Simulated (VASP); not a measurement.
Output of a VASP run:

### OUTCAR
```
 ion  position               nearest neighbor table
   1  0.000  0.000  0.000-
  LATTYP: Found a face centered cubic cell.
 ALAT       =     3.5498617366
 Subroutine PRICEL returns:
 Original cell was already a primitive cell.
 Subroutine GETGRP returns: Found 48 space group operations
The static configuration has the point symmetry O_h .
The dynamic configuration has the point symmetry O_h .
The overall configuration has the point symmetry O_h .
 Subroutine INISYM returns: Found 48 space group operations
 Subroutine IBZKPT returns following result:
 Found    195 irreducible k-points:

 Following reciprocal coordinates:
            Coordinates               Weight
  0.000000  0.000000  0.000000      1.000000
  0.055556  0.000000  0.000000      8.000000
  0.111111  0.000000  0.000000      8.000000
  0.166667  0.000000  0.000000      8.000000
  0.222222  0.000000  0.000000      8.000000
  0.277778  0.000000  0.000000      8.000000
  0.333333  0.000000  0.000000      8.000000
  0.388889  0.000000  0.000000      8.000000
  0.444444  0.000000  0.000000      8.000000
  0.500000  0.000000  0.000000      4.000000
  0.055556  0.055556  0.000000      6.000000
  0.111111  0.055556  0.000000     24.000000
  0.166667  0.055556  0.000000     24.000000
  0.222222  0.055556  0.000000     24.000000
  0.277778  0.055556  0.000000     24.000000
  0.333333  0.055556  0.000000     24.000000
  0.388889  0.055556  0.000000     24.000000
  0.444444  0.055556  0.000000     24.000000
  0.500000  0.055556  0.000000     24.000000
 -0.444444  0.055556  0.000000     24.000000
 -0.388889  0.055556  0.000000     24.000000
 -0.333333  0.055556  0.000000     24.000000
 -0.277778  0.055556  0.000000     24.000000
 -0.222222  0.055556  0.000000     24.000000
 -0.166667  0.055556  0.000000     24.000000
 -0.111111  0.055556  0.000000     24.000000
 -0.055556  0.055556  0.000000     12.000000
  0.111111  0.111111  0.000000      6.000000
  0.166667  0.111111  0.000000     24.000000
  0.222222  0.111111  0.000000     24.000000
  0.277778  0.111111  0.000000     24.000000
  0.333333  0.111111  0.000000     24.000000
  0.388889  0.111111  0.000000     24.000000
  0.444444  0.111111  0.000000     24.000000
  0.500000  0.111111  0.000000     24.000000
 -0.444444  0.111111  0.000000     24.000000
 -0.388889  0.111111  0.000000     24.000000
 -0.333333  0.111111  0.000000     24.000000
 -0.277778  0.111111  0.000000     24.000000
 -0.222222  0.111111  0.000000     24.000000
   k-points           NKPTS =    195   k-points in BZ     NKDIM =    195   number of bands    NBANDS=      9
   number of dos      NEDOS =    301   number of ions     NIONS =      1
   total plane-waves  NPLWV =   8000
   dimension x,y,z NGX =    20 NGY =   20 NGZ =   20
   dimension x,y,z NGXF=    40 NGYF=   40 NGZF=   40
   ions per type =               1
   PREC   = accura    normal or accurate (medium, high low for compatibility)
   ISTART =      0    job   : 0-new  1-cont  2-samecut
   ICHARG =      2    charge: 1-file 2-atom 10-const
   ISPIN  =      2    spin polarized calculation?
   LNONCOLLINEAR =      F non collinear calculations
   LSORBIT =      F    spin-orbit coupling
   INIWAV =      1    electr: 0-lowe 1-rand  2-diag
   ENCUT  =  520.0 eV  38.22 Ry    6.18 a.u.   4.67  4.67  4.67*2*pi/ulx,y,z
   NELM   =    100;   NELMIN=  2; NELMDL= -5     # of ELM steps
   EDIFF  = 0.1E-06   stopping-criterion for ELM
   LREAL  =      F    real-space projection
   NLSPLINE    = F    spline interpolate recip. space projectors
   LMAXMIX     =    4 max onsite mixed and CHGCAR
   VOSKOWN=      0    Vosko Wilk Nusair interpolation
   EDIFFG = 0.1E-05   stopping-criterion for IOM
   NSW    =      0    number of steps for IOM
   NBLOCK =      1;   KBLOCK =      1    inner block; outer block
   IBRION =     -1    ionic relax: 0-MD 1-quasi-New 2-CG
...
```

File OSZICAR:
```
       N       E                     dE             d eps       ncg     rms          rms(c)
DAV:   1     0.163237508439E+02    0.16324E+02   -0.49686E+03  7124   0.147E+03
DAV:   2    -0.138291637705E+02   -0.30153E+02   -0.29088E+02  7078   0.171E+02
DAV:   3    -0.143093046786E+02   -0.48014E+00   -0.47923E+00  8274   0.294E+01
DAV:   4    -0.143144038974E+02   -0.50992E-02   -0.50985E-02  8073   0.257E+00
DAV:   5    -0.143145473487E+02   -0.14345E-03   -0.14345E-03  8400   0.365E-01    0.104E+01
DAV:   6    -0.126313519768E+02    0.16832E+01   -0.31098E+01  7426   0.932E+01    0.949E+00
DAV:   7    -0.119216720768E+02    0.70968E+00   -0.82356E+00  7480   0.398E+01    0.212E+00
DAV:   8    -0.119282807926E+02   -0.66087E-02   -0.67568E-02  7117   0.326E+00    0.163E+00
DAV:   9    -0.119190979546E+02    0.91828E-02   -0.60306E-02  7623   0.367E+00    0.546E-01
DAV:  10    -0.119206373622E+02   -0.15394E-02   -0.36554E-02  8474   0.262E+00    0.232E-01
DAV:  11    -0.119204035087E+02    0.23385E-03   -0.10574E-02  7413   0.159E+00    0.126E-01
DAV:  12    -0.119203829024E+02    0.20606E-04   -0.16273E-03  7695   0.643E-01    0.302E-02
DAV:  13    -0.119203860479E+02   -0.31455E-05   -0.20514E-05  7680   0.687E-02    0.174E-02
DAV:  14    -0.119203880727E+02   -0.20248E-05   -0.12347E-05  9193   0.409E-02    0.235E-03
DAV:  15    -0.119203888072E+02   -0.73453E-06   -0.67203E-07  7473   0.128E-02    0.122E-03
DAV:  16    -0.119203886630E+02    0.14417E-06   -0.10117E-08  3732   0.133E-03    0.437E-04
DAV:  17    -0.119203886509E+02    0.12123E-07   -0.14395E-08  3596   0.155E-03
   1 F= -.11920389E+02 E0= -.11920520E+02  d E =0.393402E-03  mag=     0.7641
```

File OUTCAR:
```
------------------------ aborting loop because EDIFF is reached ----------------------------------------
  FORCE on cell =-STRESS in cart. coord.  units (eV):
  Direction    XX          YY          ZZ          XY          YZ          ZX
  --------------------------------------------------------------------------------------
  Total       -0.7692828     -0.7692828     -0.7692828     -0.0000000      0.0000000      0.0000000
  in kB     -110.2103204   -110.2103204   -110.2103204     -0.0000000      0.0000000      0.0000000
  external PRESSURE =    -110.2103204 kB  Pullay stress =       0.0000000 kB
  volume of cell :       11.18
      direct lattice vectors                 reciprocal lattice vectors
     0.000000000  1.774930868  1.774930868    -0.281701112  0.281701112  0.281701112
     1.774930868  0.000000000  1.774930868     0.281701112 -0.281701112  0.281701112
     1.774930868  1.774930868  0.000000000     0.281701112  0.281701112 -0.281701112
 POSITION                                       TOTAL-FORCE (eV/Angst)
 -----------------------------------------------------------------------------------
      0.00000      0.00000      0.00000         0.000000     -0.000000     -0.000000
 -----------------------------------------------------------------------------------
    total drift:                               -0.000000     -0.000000     -0.000000
  FREE ENERGIE OF THE ION-ELECTRON SYSTEM (eV)
  ---------------------------------------------------
  free  energy   TOTEN  =       -11.9203886509 eV

  energy  without entropy=      -11.9207820530  energy(sigma->0) =      -11.92051978

 total charge

# of ion       s       p       d       tot
------------------------------------------
    1        0.504   0.496   8.296   9.296

 magnetization (x)

# of ion       s       p       d       tot
------------------------------------------
    1       -0.010  -0.043   0.845   0.792
```
(Selected blocks of OUTCAR.)

POSCAR:
```
Ni
1
    0.0000000000     1.7749308683     1.7749308683
    1.7749308683     0.0000000000     1.7749308683
    1.7749308683     1.7749308683     0.0000000000
Ni
1
Direct
  0.0000000000   0.0000000000   0.0000000000
```

Problem. Reconstruct the remaining input files.

Solution. This is not unique; one that fits is the input of the run itself, r2SCAN meta-GGA, plane waves, VASP's PBE PAW potentials (set 64).

File KPOINTS:
```
Automatic mesh
0
Gamma
18 18 18
0 0 0
```

**INCAR**
```
ENCUT = 520
PREC = Accurate
LWAVE = .False.
LREAL = .False.   ! projection in real space or not
LMAXMIX = 4
NELM = 100   ! most electronic steps
ISIF = 2   ! forces and stress, cell fixed
LASPH = .True.
LCHARG = .False.
MAGMOM = 0.8
ISPIN = 2   ! spin-polarised
ALGO = Normal   ! blocked Davidson
LORBIT = 10
LMIXTAU = .True.
METAGGA = R2SCAN
ISMEAR = 1   ! Methfessel-Paxton
EDIFF = 1E-7   ! SCF stop (eV)
SIGMA = 0.1   ! width (eV)
SYSTEM = Ni
```

POTCAR, in this order: Ni (PBE.64 set). Program: vasp_std.

The compound is Ni in the fcc structure. This cell is one point of a volume scan, at 1.06 of the reference volume.
